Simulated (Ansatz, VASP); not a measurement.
**AlHg: VASP beside Ansatz**

```
Al Hg
1.0
     0.00000    3.06448    3.06448
     3.06448    0.00000    3.06448
     3.06448    3.06448    0.00000
Al Hg
1 1
Direct
  0.00000 0.00000 0.00000
  0.25000 0.25000 0.25000
```

Change from the starting cell: species swapped into the InAs type (F-43m, No. 216).

Alike in both runs: task relaxation of cell and atoms; functional PBE; k mesh 16 × 16 × 16; occupations gaussian, width 0.1 eV; no spin polarisation.

|  | VASP | Ansatz |
| --- | --- | --- |
| version | VASP 6.6.1 | Ansatz 0.2.0 |
| potentials or method | VASP PAW PBE potentials, release 64 (Al, Hg) | scalar-relativistic, plane waves, PAW |
| plane-wave cutoff (eV) | 600 | 420 |
| valence electrons in the cell | 15 | 23 |

|  | VASP | Ansatz | Ansatz less VASP |
| --- | --- | --- | --- |
| gap on the k mesh at the Fermi level, each at its own relaxed structure (eV) | none | none | - |
| relaxed volume (Å³/atom) | 28.92 | 28.89 | -0.029 |
| relaxed cell length with the largest relative difference (Å) | 4.341 | 4.340 | -0.0015 |

A gap of «none» marks a metal or a gap that the smearing closes. The two sets of potentials don't hold the same shells in valence.

The runs have no spin-orbit coupling, so splittings on Hg are missing.
